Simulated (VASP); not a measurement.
PbTe (rock salt), at 0.96 of the tabulated volume:

```xyz
2
Lattice="0.0000 3.1863 3.1863 3.1863 0.0000 3.1863 3.1863 3.1863 0.0000" Properties=species:S:1:pos:R:3 pbc="T T T"
Te     3.1863     3.1863     3.1863
Pb     0.0000     0.0000     0.0000
```

The highest filled band near L, direction along the valley's axis, from mBJ (TB09) with spin-orbit coupling in VASP (PAW); its two spin partners are averaged. The gap over the points computed is 0.16 eV, and the next band on that side lies 1.05 eV away at the edge.

Run with 400 eV cut-off, 8×8×8 Γ-centred mesh, Gaussian smearing of 0.050 eV, potentials Te Pb_d.

```
distance from the edge in k (1/Å)  distance in energy (meV)
---------------------------------  ------------------------
0.018                                                   3.8
0.025                                                   7.2
0.035                                                  13.7
0.050                                                  26.1
0.070                                                  46.4
```

Fit E(1 + αE) = ħ²k²/2m* (ħ²/2m0 = 3.810 eV Å²) and predict the row at 0.095 1/Å.

Least squares on the energies gives the hole mass m* = 0.316 m0 and α = 5.87 per eV, and so 75.4 meV. The run gave 75.9 meV, +0.5 meV from the fit.

Left out are points under 3 meV from the edge, since the levels carry 0.1 meV, and points farther than half the way to the next band.

The compound is PbTe in the rock salt structure. The cell was not relaxed at this level.
